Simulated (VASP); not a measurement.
Given:

```yaml
crystal:
  lattice:
    - [1.37000, -2.37291, 0.00000]
    - [1.37000, 2.37291, 0.00000]
    - [0.00000, 0.00000, 4.39000]
  atoms:
    - { symbol: Tc, position: [0.33333, 0.66667, 0.25000] }
    - { symbol: Tc, position: [0.66667, 0.33333, 0.75000] }
```

Computed with PBE GGA, VASP's PBE PAW potentials (set 64) (plane waves; VASP). Settings: 300 eV cut-off, 14×14×8 Γ-centred mesh, Gaussian smearing of 0.20 eV, potentials Tc_pv.

At this cut-off the stress carries a Pulay error, which pulls relaxed volumes low.

Q: Give the stress tensor in GPa (positive for a compressed cell).

A: 
```
1.94  0.00  0.00
0.00  1.94  0.00
0.00  0.00  1.15
```
The pressure is its mean diagonal, 1.68 GPa.

The structure is a typed Tc crystal (P6_3/mmc). The cell was not relaxed at this level.
